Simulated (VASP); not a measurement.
Given:

```
Na2S
1.0
    0.00000     3.27444     3.27444
    3.27444     0.00000     3.27444
    3.27444     3.27444     0.00000
Na S
2 1
Direct
  0.25000   0.25000   0.25000
  0.75000   0.75000   0.75000
  0.00000   0.00000   0.00000
```

Computed with PBE GGA, VASP's PBE PAW potentials (set 64) (plane waves; VASP). Settings: 400 eV cut-off, 5×5×5 Γ-centred mesh, Gaussian smearing of 0.050 eV, potentials Na_pv S.

Estimate the energy per atom (σ→0), band gap (on the k-mesh) with the smallest direct gap where there is one.

```json
{
 "band gap (on the k-mesh)": "2.47 eV",
 "smallest direct gap (on the k-mesh)": "2.47 eV",
 "energy per atom (σ→0)": "-3.325 eV/atom"
}
```

The absolute energy has meaning only against runs of the same code, potentials and settings.

The compound is Na2S in the antifluorite structure. It was relaxed first. The start is the result of an earlier pass.
